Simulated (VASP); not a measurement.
Energy against volume of TiO$_{2}$ (anatase). Method: vdW-DF-cx, VASP's PBE PAW potentials (set 64) (plane waves; VASP). Settings: 520 eV cut-off, 8×8×8 Γ-centred mesh, Gaussian smearing of 0.050 eV, potentials Ti_sv O.

Shape and ions are relaxed at each volume.

```
V (Å³/atom)  E (eV/atom)
-----------  -----------
10.729          -7.04431
11.071          -7.06237
11.413          -7.06822
11.756          -7.06290
```

Fit these four points and predict the energy of the run at 12.098 Å³/atom.

A cubic in V^(−2/3), the third-order Birch-Murnaghan form, passes through the four points with V0 = 11.42 Å³/atom and B0 = 174 GPa, and gives -7.0474 eV/atom there. The run gave -7.0475 eV/atom, -0.0 meV/atom from the fit; all five points give B0 = 174 GPa.

The compound is TiO2 in the anatase structure, one of several forms; rutile is the usual stable one. It was relaxed first.
